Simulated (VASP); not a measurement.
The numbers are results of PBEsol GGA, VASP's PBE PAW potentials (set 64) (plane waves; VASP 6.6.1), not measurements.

The input files of a VASP run:

INCAR:
```
ALGO  =  Normal
EDIFF  =  1E-6
ENCUT  =  300
GGA  =  PS
ISIF  =  2
ISMEAR  =  0
LASPH  =  .True.
LCHARG  =  .False.
LMAXMIX  =  6
LREAL  =  .False.
LWAVE  =  .False.
NELM  =  100
PREC  =  Accurate
SIGMA  =  0.272
SYSTEM  =  WS2
```

### KPOINTS
```
Automatic mesh
0
Gamma
8 8 8
0 0 0
```

File POSCAR:
```
WS2
1
    0.0000000000     3.0137210000     3.0137210000
    3.0137210000     0.0000000000     3.0137210000
    3.0137210000     3.0137210000     0.0000000000
W S
1 2
Direct
  0.0000000000   0.0000000000   0.0000000000
  0.2500000000   0.2500000000   0.2500000000
  0.7500000000   0.7500000000   0.7500000000
```

POTCAR, in this order: W_sv S (PBE.64 set). Program: vasp_std.

At this cut-off the stress carries a Pulay error, which pulls relaxed volumes low. Unless said otherwise, spin-orbit coupling is left out, though it shifts the bands of the heavy elements here.

**Question.** Estimate the energy per atom (σ→0), pressure, band gap (on the k-mesh).

**Answer.** 
- energy per atom (σ→0) = -7.508 eV/atom
- band gap (on the k-mesh) = none (metal, semimetal or under 0.01 eV)
- pressure = -14.60 GPa

File OSZICAR:
```
...
DAV:   8    -0.226198147526E+02    0.56446E-01   -0.62629E-01  1146   0.483E+00    0.935E-01
DAV:   9    -0.226035953635E+02    0.16219E-01   -0.78245E-02  1177   0.161E+00    0.249E-01
DAV:  10    -0.226038438263E+02   -0.24846E-03   -0.45541E-03  1238   0.489E-01    0.202E-01
DAV:  11    -0.226036999228E+02    0.14390E-03   -0.18811E-03  1211   0.277E-01    0.537E-02
DAV:  12    -0.226036772569E+02    0.22666E-04   -0.21880E-04  1147   0.827E-02    0.170E-02
DAV:  13    -0.226036789208E+02   -0.16639E-05   -0.10331E-05  1201   0.245E-02    0.379E-03
DAV:  14    -0.226036790979E+02   -0.17709E-06   -0.33424E-07   583   0.448E-03
   1 F= -.22603679E+02 E0= -.22522797E+02  d E =-.161764E+00
```

The structure was generated: WS2 was put into an ordered model structure, which need not be its known phase. The cell was not relaxed at this level. The run is one of a series of settings (GGA = PS against the base run), some of them coarse on purpose.
